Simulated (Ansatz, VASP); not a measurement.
# Cross-check of Ru (Ruthenium) between VASP and Ansatz

Aim: how closely do two programs agree when they are given the same cell, functional and k mesh? The cell is taken from a series of runs on this material, whose earlier steps may have relaxed, scaled, displaced or heated it; both programs get it as it stands.

Program: Ansatz 0.2.0. Level of theory: plane waves, with VASP 6.6.1 beside it; zone-centre phonons at RPBE. Results are calculated unless marked as measured.

### 1. The structure

The structure is hexagonal, space group P6_3/mmc (No. 194). The conventional cell has a = 2.735 Å, b = 2.735 Å, c = 4.312 Å, α = 90.00°, β = 90.00°, γ = 120.00°. Nearest to Ru lie 12 Ru at 2.67 to 2.73 Å.

Structure file:

```xyz
2
Lattice="2.7347 0.0000 0.0000 -1.3673 2.3683 0.0000 0.0000 0.0000 4.3123" Properties=species:S:1:pos:R:3 pbc="T T T"
Ru    0.0000    1.5789    1.0781
Ru    1.3673    0.7894    3.2342
```

### 2. VASP: zone-centre phonons, RPBE

Second derivatives magnify differences that forces hide, and they need a tight electronic threshold.

Lines of VASP's logs that name or quote its potential files are left out, and so is its time.

Contents of INCAR:

```
SYSTEM = Ru
PREC = Accurate
ENCUT = 500
EDIFF = 1E-08
NELM = 120
ISMEAR = 1
SIGMA = 0.2
LREAL = .FALSE.
ALGO = Normal
GGA = RP
NBANDS = 20
LASPH = .TRUE.
LORBIT = 11
LWAVE = .FALSE.
LCHARG = .FALSE.
ISIF = 2
IBRION = 8
GGA_COMPAT = .FALSE.
KPAR = 2
```

Contents of POSCAR:

```
Ru
1.0
    2.7346526004      0.0000000000      0.0000000000
   -1.3673263002      2.3682786225      0.0000000000
    0.0000000000      0.0000000000      4.3123021231
Ru
2
Direct
    0.3333333333      0.6666666667      0.2500000000
    0.6666666667      0.3333333333      0.7500000000
```

Contents of KPOINTS:

```
Automatic mesh
0
Gamma
21 21 12
0 0 0
```

Potentials, in the order of the species: Ru_pv (PBE family, release 64).

The run is started by

```sh
mpirun -np 2 vasp_std
```

Numbers of over 12 decimals in the logs are rounded to 6 here.

What it wrote:

```text
[banner, memory and clock lines left out]
running    2 mpi-ranks, on    1 nodes
 distrk:  each k-point on    1 cores,    2 groups
 distr:  one band on    1 cores,    1 groups

 POSCAR found type information on POSCAR Ru
 POSCAR found :  1 types and       2 ions
|                                                                             |
|               ----> ADVICE to this user running VASP <----                  |
|                                                                             |
|     You enforced a specific xc type in the INCAR file but a different       |
|     [... a line on the potential file left out ...]
|     I HOPE YOU KNOW WHAT YOU ARE DOING!                                     |
|                                                                             |

 LDA part: xc-table for (Slater+PW92), standard interpolation
 POSCAR, INCAR and KPOINTS ok, starting setup
 FFT: planning ... GRIDC
 FFT: planning ... GRID_SOFT
 FFT: planning ... GRID
 WAVECAR not read
 entering main loop
       N       E                     dE             d eps       ncg     rms          rms(c)
DAV:   1     0.282062084309E+03    0.28206E+03   -0.17398E+04 13456   0.150E+03
DAV:   2    -0.126665273573E+02   -0.29473E+03   -0.28671E+03 13868   0.452E+02
DAV:   3    -0.183832962416E+02   -0.57168E+01   -0.56723E+01 15292   0.703E+01
DAV:   4    -0.184287112934E+02   -0.45415E-01   -0.45381E-01 17648   0.589E+00
DAV:   5    -0.184292923908E+02   -0.58110E-03   -0.57987E-03 15164   0.579E-01    0.159E+01
DAV:   6    -0.172487337346E+02    0.11806E+01   -0.28299E+00 14908   0.170E+01    0.419E+00
DAV:   7    -0.171796336214E+02    0.69100E-01   -0.29462E-01 15656   0.452E+00    0.107E+00
DAV:   8    -0.171745084065E+02    0.51252E-02   -0.17442E-02 14944   0.954E-01    0.202E-01
DAV:   9    -0.171745315573E+02   -0.23151E-04   -0.88357E-04 15644   0.313E-01    0.420E-02
DAV:  10    -0.171745388466E+02   -0.72893E-05   -0.74131E-05 14864   0.917E-02    0.194E-02
DAV:  11    -0.171745356445E+02    0.32021E-05   -0.20139E-05 15396   0.436E-02    0.215E-03
DAV:  12    -0.171745354102E+02    0.23428E-06   -0.25938E-07 16508   0.530E-03    0.600E-04
DAV:  13    -0.171745354501E+02   -0.39912E-07   -0.37422E-09 10212   0.562E-04    0.330E-04
DAV:  14    -0.171745354577E+02   -0.76011E-08   -0.85500E-10  9300   0.313E-04
   1 F= -.17174535E+02 E0= -.17173964E+02  d E =-.171522E-02
 Linear response reoptimize wavefunctions to high precision
DAV:   1    -0.171745354631E+02   -0.54233E-08   -0.12806E-10  9536   0.102E-04
DAV:   2    -0.171745354631E+02   -0.90949E-11   -0.26947E-11  9068   0.324E-05
 Linear response DOF=           2
 Linear response progress:
  Degree of freedom:   1/  2
       N       E                     dE             d eps       ncg     rms          rms(c)
RMM:   1    -0.518787333589E+00   -0.51879E+00    0.32014E+00 62368   0.599E+01
RMM:   2    -0.619056320810E+00   -0.10027E+00   -0.12103E-01 86669   0.295E+00    0.131E-01
RMM:   3    -0.618136031073E+00    0.92029E-03   -0.34364E-03 99919   0.474E-01    0.624E-02
RMM:   4    -0.616717472553E+00    0.14186E-02   -0.41694E-04100154   0.171E-01    0.237E-02
RMM:   5    -0.616566805604E+00    0.15067E-03   -0.38513E-05117480   0.446E-02    0.144E-02
RMM:   6    -0.616492923652E+00    0.73882E-04   -0.54199E-05102399   0.171E-02    0.109E-02
RMM:   7    -0.616402100009E+00    0.90824E-04   -0.50412E-05100727   0.111E-02    0.940E-04
RMM:   8    -0.616409232211E+00   -0.71322E-05   -0.28872E-05125647   0.392E-03    0.427E-04
RMM:   9    -0.616418209610E+00   -0.89774E-05   -0.19090E-05125861   0.147E-03    0.127E-04
RMM:  10    -0.616420189939E+00   -0.19803E-05   -0.11706E-05134329   0.843E-04    0.433E-05
RMM:  11    -0.616420499168E+00   -0.30923E-06   -0.65932E-06128807   0.617E-04    0.128E-05
RMM:  12    -0.616420413979E+00    0.85189E-07   -0.41005E-06135834   0.501E-04    0.665E-06
RMM:  13    -0.616420360717E+00    0.53262E-07   -0.23012E-06132941   0.437E-04    0.191E-06
RMM:  14    -0.616420416081E+00   -0.55364E-07   -0.17286E-06141199   0.398E-04    0.135E-06
RMM:  15    -0.616420455010E+00   -0.38929E-07   -0.10018E-06132240   0.375E-04    0.334E-07
RMM:  16    -0.616420457655E+00   -0.26445E-08   -0.77648E-07121834   0.360E-04    0.787E-07
RMM:  17    -0.616420488713E+00   -0.31059E-07   -0.43425E-07133858   0.353E-04    0.492E-07
RMM:  18    -0.616420482303E+00    0.64103E-08   -0.40166E-07122235   0.347E-04    0.386E-07
RMM:  19    -0.616420486157E+00   -0.38544E-08   -0.20655E-07117437   0.344E-04    0.292E-07
RMM:  20    -0.616420495690E+00   -0.95321E-08   -0.24636E-07121915   0.342E-04    0.139E-07
RMM:  21    -0.616420485561E+00    0.10129E-07   -0.11488E-07119116   0.341E-04    0.589E-07
RMM:  22    -0.616420475081E+00    0.10480E-07   -0.16307E-07126758   0.340E-04    0.115E-06
RMM:  23    -0.616420485056E+00   -0.99756E-08   -0.70061E-08120490   0.339E-04    0.689E-07
 first order change of Fermi-energy   0.34768E-05
 force on displaced ion       1 direction 1 :  -6.923   0.001   0.000
 Linear response progress:
  Degree of freedom:   2/  2
       N       E                     dE             d eps       ncg     rms          rms(c)
RMM:   1    -0.627773583023E+00   -0.62777E+00    0.36394E+00 21074   0.606E+01
RMM:   2    -0.739515912677E+00   -0.11174E+00   -0.13406E-01 29642   0.306E+00    0.132E-01
RMM:   3    -0.739680987675E+00   -0.16507E-03   -0.25416E-03 33947   0.441E-01    0.698E-02
RMM:   4    -0.738887201562E+00    0.79379E-03   -0.37661E-04 32944   0.170E-01    0.267E-02
RMM:   5    -0.738828150225E+00    0.59051E-04   -0.86739E-05 38353   0.547E-02    0.200E-02
RMM:   6    -0.738716613988E+00    0.11154E-03   -0.23053E-05 34488   0.201E-02    0.969E-03
RMM:   7    -0.738620150112E+00    0.96464E-04   -0.61002E-05 37058   0.107E-02    0.231E-03
RMM:   8    -0.738597470080E+00    0.22680E-04   -0.33092E-05 40472   0.325E-03    0.679E-04
RMM:   9    -0.738595277174E+00    0.21929E-05   -0.22952E-05 39016   0.157E-03    0.121E-04
RMM:  10    -0.738595737551E+00   -0.46038E-06   -0.14091E-05 43256   0.889E-04    0.411E-05
RMM:  11    -0.738596122842E+00   -0.38529E-06   -0.11436E-05 41411   0.616E-04    0.121E-05
RMM:  12    -0.738595989329E+00    0.13351E-06   -0.75731E-06 41934   0.520E-04    0.456E-06
RMM:  13    -0.738595820586E+00    0.16874E-06   -0.54420E-06 45640   0.459E-04    0.249E-06
RMM:  14    -0.738595844668E+00   -0.24082E-07   -0.50590E-06 43177   0.429E-04    0.258E-06
RMM:  15    -0.738595616636E+00    0.22803E-06   -0.29811E-06 43270   0.409E-04    0.202E-06
RMM:  16    -0.738595565138E+00    0.51498E-07   -0.22543E-06 42889   0.395E-04    0.234E-06
 first order change of Fermi-energy   0.95320E-04
 force on displaced ion       1 direction 3 :   0.000  -0.000 -11.354
 Linear response finished
```

Parts of OUTCAR (step 2):

```text
ion  position               nearest neighbor table
   1  0.333  0.667  0.250-   2 2.67   2 2.67   2 2.67   2 2.67   2 2.67   2 2.67
   2  0.667  0.333  0.750-   1 2.67   1 2.67   1 2.67   1 2.67   1 2.67   1 2.67

  LATTYP: Found a hexagonal cell.
 ALAT       =     2.7346526004
 C/A-ratio  =     1.5769103990

 Subroutine GETGRP returns: Found 24 space group operations
 (whereof 12 operations were pure point group operations)

The static configuration has the point symmetry D_3d.
 The point group associated with its full space group is D_6h.

 Found    336 irreducible k-points:

   k-points           NKPTS =    336   k-points in BZ     NKDIM =    336   number of bands    NBANDS=     20

   dimension x,y,z NGX =    20 NGY =   20 NGZ =   32
   dimension x,y,z NGXF=    40 NGYF=   40 NGZF=   64

   ENCUT  =  500.0 eV  36.75 Ry    6.06 a.u.   4.99  4.99  7.86*2*pi/ulx,y,z

   NELECT =      28.0000    total number of electrons

 k-points in reciprocal lattice and weights: Automatic mesh
   0.00000000  0.00000000  0.00000000       0.000
   0.04761905  0.00000000  0.00000000       0.001
   0.09523810 -0.00000000  0.00000000       0.001
   0.14285714  0.00000000  0.00000000       0.001
   0.19047619 -0.00000000  0.00000000       0.001
   0.23809524  0.00000000  0.00000000       0.001
   0.28571429  0.00000000  0.00000000       0.001
   0.33333333  0.00000000  0.00000000       0.001
   0.38095238 -0.00000000  0.00000000       0.001
[...]
0.33333333  0.28571429  0.50000000       0.002
   0.33333333  0.33333333  0.50000000       0.000

 average (electrostatic) potential at core
       1 -67.6998       2 -67.6998

  Total       -0.0073743     -0.0073743     -0.0053322      0.0000000     -0.0000000      0.0000000
  in kB       -0.4230471     -0.4230471     -0.3058968      0.0000000     -0.0000000      0.0000000
  external PRESSURE =      -0.3839970 kB  Pullay stress =       0.0000000 kB

  energy-cutoff  :      500.00
  volume of cell :       27.93
      direct lattice vectors                 reciprocal lattice vectors
     2.734652600  0.000000000  0.000000000     0.365677161  0.211123807  0.000000000
    -1.367326300  2.368278623  0.000000000     0.000000000  0.422247615  0.000000000
     0.000000000  0.000000000  4.312302123     0.000000000  0.000000000  0.231894698

 POSITION                                       TOTAL-FORCE (eV/Angst)
 -----------------------------------------------------------------------------------
     -0.00000      1.57885      1.07808        -0.000000     -0.000000      0.000000
      1.36733      0.78943      3.23423         0.000000      0.000000      0.000000
 -----------------------------------------------------------------------------------
    total drift:                                0.000000     -0.000000      0.000000

 Eigenvectors and eigenvalues of the dynamical matrix
 ----------------------------------------------------

   1 f  =    7.410258 THz    46.560027 2PiTHz  247.179616 cm-1    30.646353 meV
             X         Y         Z           dx          dy          dz
     -0.000000  1.578852  1.078076    -0.000000    0.000000    0.707107
      1.367326  0.789426  3.234227     0.000000   -0.000000   -0.707107

   2 f  =    5.786108 THz    36.355186 2PiTHz  193.003773 cm-1    23.929407 meV
             X         Y         Z           dx          dy          dz
     -0.000000  1.578852  1.078076     0.000000   -0.707107   -0.000000
      1.367326  0.789426  3.234227     0.000000    0.707107   -0.000000

   3 f  =    5.786108 THz    36.355186 2PiTHz  193.003773 cm-1    23.929407 meV
             X         Y         Z           dx          dy          dz
     -0.000000  1.578852  1.078076     0.707107   -0.000000    0.000000
      1.367326  0.789426  3.234227    -0.707107   -0.000000    0.000000

   4 f  =    0.000000 THz     0.000000 2PiTHz    0.000001 cm-1     0.000000 meV
             X         Y         Z           dx          dy          dz
     -0.000000  1.578852  1.078076    -0.000000   -0.653281    0.270598
      1.367326  0.789426  3.234227    -0.000000   -0.653281    0.270598

   5 f  =    0.000000 THz     0.000000 2PiTHz    0.000000 cm-1     0.000000 meV
             X         Y         Z           dx          dy          dz
     -0.000000  1.578852  1.078076     0.707107   -0.000000    0.000000
      1.367326  0.789426  3.234227     0.707107   -0.000000    0.000000

   6 f/i=    0.000000 THz     0.000001 2PiTHz    0.000003 cm-1     0.000000 meV
             X         Y         Z           dx          dy          dz
     -0.000000  1.578852  1.078076     0.000000    0.270598    0.653281
      1.367326  0.789426  3.234227     0.000000    0.270598    0.653281

 ELASTIC MODULI CONTR FROM IONIC RELAXATION (kBar)
 Direction    XX          YY          ZZ          XY          YZ          ZX
 --------------------------------------------------------------------------------
 XX         -40.2612     40.2612      0.0000      0.0000      0.0000      0.0000
 YY          40.2612    -40.2612      0.0000     -0.0000      0.0000      0.0000
 ZZ           0.0000      0.0000      0.0000      0.0000      0.0000      0.0000
 XY           0.0000     -0.0000      0.0000    -40.2612      0.0000      0.0000
 YZ           0.0000      0.0000      0.0000      0.0000      0.0000      0.0000
 ZX           0.0000      0.0000      0.0000      0.0000      0.0000      0.0000
 --------------------------------------------------------------------------------
```

[end of part 1 of 2]

[Lines on the potential files, build, host, timing and source positions are cut from VASP's logs without a mark.]

[Logs are printed without paths, hosts, clocks, repeated set-up lines and the standing remarks that a program may print on its own settings, such as how far it seeks lower states.]

[Hosts, paths, dates, database ids (printed as entryN), source tags and the programs' standing remarks are cut or masked in the printed files.]
